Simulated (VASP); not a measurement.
Method: PBE GGA, VASP's PBE PAW potentials (set 64) (plane waves; VASP).

A VASP calculation is set up with these files.

### INCAR
```
SYSTEM = Ti
PREC = Accurate; ENCUT = 480; LREAL = .FALSE.
LASPH = .TRUE.
EDIFF = 1E-6; NELM = 100; ALGO = Normal
LMAXMIX = 4
ISMEAR = 1; SIGMA = 0.1
GGA = PE
IBRION = 2; NSW = 60; ISIF = 3
EDIFFG = -0.01
LWAVE = .FALSE.; LCHARG = .FALSE.
```

POSCAR:
```
Ti
1
    2.9500000000     0.0000000000     0.0000000000
   -1.4750000000     2.5547750000     0.0000000000
    0.0000000000     0.0000000000     4.6800000000
Ti
2
Direct
  0.6666670000   0.3333330000   0.7500000000
  0.3333330000   0.6666670000   0.2500000000
```

KPOINTS:
```
Automatic mesh
0
Gamma
13 13 7
0 0 0
```

POTCAR, in this order: Ti_sv (PBE.64 set). Program: vasp_std.

The resulting files:

### OUTCAR
```
 ion  position               nearest neighbor table
   1  0.667  0.333  0.750-   2 2.89   2 2.89   2 2.89   2 2.89   2 2.89   2 2.89
   2  0.333  0.667  0.250-   1 2.89   1 2.89   1 2.89   1 2.89   1 2.89   1 2.89
  LATTYP: Found a hexagonal cell.
 ALAT       =     2.9500000000
 C/A-ratio  =     1.5864406780
 Subroutine PRICEL returns:
 Original cell was already a primitive cell.
 Subroutine GETGRP returns: Found 24 space group operations
The static configuration has the point symmetry D_3d.
 The point group associated with its full space group is D_6h.
The dynamic configuration has the point symmetry D_3d.
 Subroutine INISYM returns: Found 24 space group operations
 Subroutine IBZKPT returns following result:
 Found     84 irreducible k-points:

 Following reciprocal coordinates:
            Coordinates               Weight
  0.000000  0.000000  0.000000      1.000000
  0.076923  0.000000  0.000000      6.000000
  0.153846  0.000000  0.000000      6.000000
  0.230769  0.000000  0.000000      6.000000
  0.307692  0.000000  0.000000      6.000000
  0.384615 -0.000000  0.000000      6.000000
  0.461538 -0.000000  0.000000      6.000000
...
```

OSZICAR:
```
       N       E                     dE             d eps       ncg     rms          rms(c)
DAV:   1     0.240875098571E+03    0.24088E+03   -0.13201E+04  2688   0.178E+03
DAV:   2     0.103470525756E+02   -0.23053E+03   -0.22926E+03  2776   0.479E+02
DAV:   3    -0.166362327893E+02   -0.26983E+02   -0.26758E+02  5328   0.134E+02
DAV:   4    -0.177363382939E+02   -0.11001E+01   -0.11001E+01  2744   0.285E+01
DAV:   5    -0.177999868938E+02   -0.63649E-01   -0.63648E-01  4464   0.467E+00    0.117E+01
DAV:   6    -0.156638070551E+02    0.21362E+01   -0.81750E+00  3184   0.330E+01    0.292E+00
DAV:   7    -0.156497584544E+02    0.14049E-01   -0.80602E-01  4048   0.759E+00    0.203E+00
DAV:   8    -0.156759074884E+02   -0.26149E-01   -0.21962E-01  3176   0.623E+00    0.687E-01
DAV:   9    -0.156665753925E+02    0.93321E-02   -0.56131E-02  3288   0.265E+00    0.607E-02
DAV:  10    -0.156667527206E+02   -0.17733E-03   -0.21121E-03  4216   0.377E-01    0.844E-02
DAV:  11    -0.156668102713E+02   -0.57551E-04   -0.20680E-04  3120   0.119E-01    0.238E-02
DAV:  12    -0.156668004680E+02    0.98033E-05   -0.36399E-05  3936   0.477E-02    0.917E-03
DAV:  13    -0.156668017347E+02   -0.12667E-05   -0.88300E-07  2088   0.105E-02    0.330E-03
DAV:  14    -0.156668026858E+02   -0.95103E-06   -0.43451E-07  1792   0.869E-03
   1 F= -.15666803E+02 E0= -.15666793E+02  d E =-.156668E+02
       N       E                     dE             d eps       ncg     rms          rms(c)
DAV:   1    -0.159797511272E+02   -0.31295E+00   -0.76249E+00  3720   0.378E+01    0.474E+00
DAV:   2    -0.156676911153E+02    0.31206E+00   -0.15078E+00  3936   0.146E+01    0.137E+00
DAV:   3    -0.156548684367E+02    0.12823E-01   -0.20450E-01  3864   0.303E+00    0.463E-01
DAV:   4    -0.156616278520E+02   -0.67594E-02   -0.42675E-02  3528   0.152E+00    0.149E-01
DAV:   5    -0.156659612610E+02   -0.43334E-02   -0.94509E-03  3464   0.723E-01    0.239E-01
DAV:   6    -0.156680567761E+02   -0.20955E-02   -0.50623E-03  3736   0.494E-01    0.656E-02
DAV:   7    -0.156682647288E+02   -0.20795E-03   -0.45728E-04  3944   0.157E-01    0.220E-02
DAV:   8    -0.156683120266E+02   -0.47298E-04   -0.11220E-04  3704   0.618E-02    0.216E-03
DAV:   9    -0.156683142831E+02   -0.22565E-05   -0.50533E-06  2936   0.167E-02    0.307E-03
DAV:  10    -0.156683149774E+02   -0.69436E-06   -0.50646E-07  1568   0.673E-03
   2 F= -.15668315E+02 E0= -.15668218E+02  d E =-.151229E-02
       N       E                     dE             d eps       ncg     rms          rms(c)
DAV:   1    -0.157293324622E+02   -0.61018E-01   -0.14326E+00  3752   0.167E+01    0.207E+00
DAV:   2    -0.156700046668E+02    0.59328E-01   -0.30269E-01  4000   0.642E+00    0.570E-01
DAV:   3    -0.156677696244E+02    0.22350E-02   -0.35903E-02  3728   0.125E+00    0.179E-01
DAV:   4    -0.156690882063E+02   -0.13186E-02   -0.70572E-03  3768   0.585E-01    0.775E-02
DAV:   5    -0.156701558231E+02   -0.10676E-02   -0.23844E-03  3384   0.336E-01    0.108E-01
DAV:   6    -0.156703871635E+02   -0.23134E-03   -0.77494E-04  4024   0.229E-01    0.337E-02
DAV:   7    -0.156704335017E+02   -0.46338E-04   -0.11080E-04  3464   0.849E-02    0.324E-03
DAV:   8    -0.156704352575E+02   -0.17558E-05   -0.13360E-05  4224   0.225E-02    0.226E-03
DAV:   9    -0.156704347062E+02    0.55125E-06   -0.29775E-07  1568   0.567E-03
   3 F= -.15670435E+02 E0= -.15670370E+02  d E =-.363202E-02
```

**OUTCAR**
```
------------------------ aborting loop because EDIFF is reached ----------------------------------------
  FORCE on cell =-STRESS in cart. coord.  units (eV):
  Direction    XX          YY          ZZ          XY          YZ          ZX
  --------------------------------------------------------------------------------------
  Total        0.0049897      0.0049897     -0.0133392      0.0000000     -0.0000000      0.0000000
  in kB        0.2305961      0.2305961     -0.6164619      0.0000000     -0.0000000      0.0000000
  external PRESSURE =      -0.0517565 kB  Pullay stress =       0.0000000 kB
  volume of cell :       34.67
      direct lattice vectors                 reciprocal lattice vectors
     2.933891163  0.000000000  0.000000000     0.340844273  0.196786528  0.000000000
    -1.466945581  2.540824337  0.000000000     0.000000000  0.393573056  0.000000000
     0.000000000 -0.000000000  4.650662894     0.000000000 -0.000000000  0.215023110
 POSITION                                       TOTAL-FORCE (eV/Angst)
 -----------------------------------------------------------------------------------
      1.46695      0.84694      3.48800        -0.000000      0.000000      0.000000
     -0.00000      1.69388      1.16267         0.000000     -0.000000      0.000000
 -----------------------------------------------------------------------------------
    total drift:                               -0.002334      0.001347     -0.000676
  FREE ENERGIE OF THE ION-ELECTRON SYSTEM (eV)
  ---------------------------------------------------
  free  energy   TOTEN  =       -15.6704347062 eV

  energy  without entropy=      -15.6702414489  energy(sigma->0) =      -15.67037029

 reached required accuracy - stopping structural energy minimisation
```
(Selected blocks of OUTCAR.)

CONTCAR:
```
Ti
   1.00000000000000
     2.9338911628718307    0.0000000000000000    0.0000000000000000
    -1.4669455814359154    2.5408243368577370    0.0000000000000000
     0.0000000000000000   -0.0000000000000000    4.6506628938042303
  Ti
     2
Direct
     0.6666669999999968    0.3333330000000032    0.7500000000000000
     0.3333330000000032    0.6666669999999968    0.2500000000000000
```

The compound is Ti in the hcp structure. This run relaxes it. Symmetry was kept, so distortions that lower it aren't found.
